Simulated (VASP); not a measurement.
Consider the following.

```xyz
2
Lattice="1.6585 -2.8726 0.0000 1.6585 2.8726 0.0000 0.0000 0.0000 5.1622" Properties=species:S:1:pos:R:3 pbc="T T T"
Sc     1.6585     0.9575     1.2905
Sc     1.6585    -0.9575     3.8716
```

These are PBE GGA, VASP's PBE PAW potentials (set 64) (plane waves; VASP) values and carry that method's errors. Run with 480 eV cut-off, 12×12×8 Γ-centred mesh, first-order Methfessel-Paxton smearing of 0.10 eV, potentials Sc_sv.

Each relaxation starts from this cell; other phases were not tried.

**Question.** The cell is relaxed at 5 GPa. What happens?

**Answer.** The volume per atom goes from 24.59 to 22.72 Å³ (-7.6 %), and the cell becomes a = b = 3.234 Å, c = 5.018 Å, α = β = 90.00°, γ = 120.00°, space group P6_3/mmc.

**Question.** The cell is relaxed at 20 GPa. What happens?

**Answer.** The volume per atom goes from 24.59 to 19.26 Å³ (-21.7 %), and the cell becomes a = 3.070 Å, b = 3.070 Å, c = 4.720 Å, α = 90.00°, β = 90.00°, γ = 120.00°, space group P6_3/mmc.

Failed runs are left out, and for metals the shear rows, which the mesh's noise covers.

The compound is Sc in the hcp structure.
